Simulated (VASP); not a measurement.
OSZICAR of a VASP run on AlGa$_{3}$P$_{4}$ (ordered alloy cell):

OSZICAR:
```
       N       E                     dE             d eps       ncg     rms          rms(c)
DAV:   1     0.443145071142E+03    0.44315E+03   -0.24649E+04  1697   0.191E+03
DAV:   2     0.235895502286E+02   -0.41956E+03   -0.40761E+03  1784   0.467E+02
DAV:   3    -0.386147716965E+02   -0.62204E+02   -0.59624E+02  1993   0.144E+02
DAV:   4    -0.418692949458E+02   -0.32545E+01   -0.32344E+01  2080   0.338E+01
DAV:   5    -0.419636830682E+02   -0.94388E-01   -0.94199E-01  2258   0.551E+00    0.852E+00
DAV:   6    -0.408840955045E+02    0.10796E+01   -0.21003E+00  2408   0.173E+01    0.519E+00
DAV:   7    -0.407251992851E+02    0.15890E+00   -0.11843E+00  1998   0.500E+00    0.171E+00
DAV:   8    -0.407141229177E+02    0.11076E-01   -0.18527E-01  2105   0.472E+00    0.518E-01
DAV:   9    -0.407143266068E+02   -0.20369E-03   -0.16381E-02  2302   0.180E+00    0.164E-01
DAV:  10    -0.407144011815E+02   -0.74575E-04   -0.20948E-03  2000   0.696E-01    0.775E-02
DAV:  11    -0.407145287702E+02   -0.12759E-03   -0.42790E-04  2198   0.281E-01    0.321E-02
DAV:  12    -0.407145337562E+02   -0.49860E-05   -0.70639E-05  2172   0.993E-02    0.174E-02
DAV:  13    -0.407145387197E+02   -0.49635E-05   -0.13551E-05  1879   0.582E-02    0.585E-03
DAV:  14    -0.407145389587E+02   -0.23903E-06   -0.35824E-06  1670   0.522E-02
   1 F= -.40714539E+02 E0= -.40714539E+02  d E =-.407145E+02
       N       E                     dE             d eps       ncg     rms          rms(c)
DAV:   1    -0.407198644564E+02   -0.53257E-02   -0.11964E-01  2374   0.374E+00    0.450E-01
DAV:   2    -0.407161646812E+02    0.36998E-02   -0.16837E-02  2363   0.170E+00    0.205E-01
DAV:   3    -0.407150111762E+02    0.11535E-02   -0.22915E-03  2627   0.520E-01    0.584E-02
DAV:   4    -0.407149065381E+02    0.10464E-03   -0.45901E-04  1934   0.222E-01    0.180E-02
DAV:   5    -0.407149001962E+02    0.63419E-05   -0.56460E-05  2337   0.115E-01    0.840E-03
DAV:   6    -0.407148997529E+02    0.44331E-06   -0.11179E-05  1632   0.465E-02    0.520E-03
DAV:   7    -0.407148995666E+02    0.18630E-06   -0.35034E-06  1469   0.160E-02
   2 F= -.40714900E+02 E0= -.40714900E+02  d E =-.360608E-03
       N       E                     dE             d eps       ncg     rms          rms(c)
DAV:   1    -0.407153474725E+02   -0.44772E-03   -0.93448E-03  2379   0.104E+00    0.126E-01
DAV:   2    -0.407150560330E+02    0.29144E-03   -0.13300E-03  2363   0.485E-01    0.575E-02
DAV:   3    -0.407149673050E+02    0.88728E-04   -0.17891E-04  2555   0.145E-01    0.165E-02
DAV:   4    -0.407149602338E+02    0.70713E-05   -0.37046E-05  1945   0.641E-02    0.505E-03
DAV:   5    -0.407149602246E+02    0.91650E-08   -0.43784E-06  1426   0.335E-02
   3 F= -.40714960E+02 E0= -.40714960E+02  d E =-.421266E-03
       N       E                     dE             d eps       ncg     rms          rms(c)
DAV:   1    -0.407149776476E+02   -0.17414E-04   -0.45934E-04  2379   0.232E-01    0.280E-02
DAV:   2    -0.407149629942E+02    0.14653E-04   -0.68284E-05  2379   0.110E-01    0.128E-02
DAV:   3    -0.407149584185E+02    0.45757E-05   -0.85964E-06  2151   0.328E-02    0.381E-03
DAV:   4    -0.407149577799E+02    0.63863E-06   -0.18281E-06  1162   0.162E-02
   4 F= -.40714958E+02 E0= -.40714958E+02  d E =-.418821E-03
       N       E                     dE             d eps       ncg     rms          rms(c)
DAV:   1    -0.407149633029E+02   -0.48844E-05   -0.92883E-05  2374   0.105E-01    0.126E-02
DAV:   2    -0.407149603654E+02    0.29375E-05   -0.12890E-05  1814   0.477E-02    0.574E-03
DAV:   3    -0.407149595266E+02    0.83878E-06   -0.19285E-06  1134   0.146E-02
   5 F= -.40714960E+02 E0= -.40714960E+02  d E =-.420568E-03
       N       E                     dE             d eps       ncg     rms          rms(c)
DAV:   1    -0.407150487235E+02   -0.88358E-04   -0.15207E-02  2144   0.661E-01    0.376E-02
DAV:   2    -0.407150734933E+02   -0.24770E-04   -0.48956E-04  2355   0.175E-01    0.179E-02
DAV:   3    -0.407150673987E+02    0.60946E-05   -0.20875E-05  2319   0.746E-02    0.963E-03
DAV:   4    -0.407150653938E+02    0.20049E-05   -0.68406E-06  1947   0.253E-02    0.263E-03
DAV:   5    -0.407150651916E+02    0.20225E-06   -0.10452E-06  1090   0.269E-02
   6 F= -.40715065E+02 E0= -.40715065E+02  d E =-.105665E-03
```

Task: Which electronic solver shows in the log?

Result: It is blocked Davidson (ALGO = Normal, or the opening steps of other solvers). The INCAR had ALGO = Normal.

Task: Can the final energy be trusted as converged?

Result: Self-consistency was reached. It stopped with EDIFF = 1E-6, NELM = 100, NSW = 60 and EDIFFG = -0.02 after 6 ionic steps (PBEsol GGA, plane waves, VASP's PBE PAW potentials (set 64)).

The structure was generated: AlGa3P4 was put into an ordered model structure (R3m), which need not be its known phase. This run relaxes it. Symmetry was kept, so distortions that lower it aren't found. The start is the result of an earlier pass.
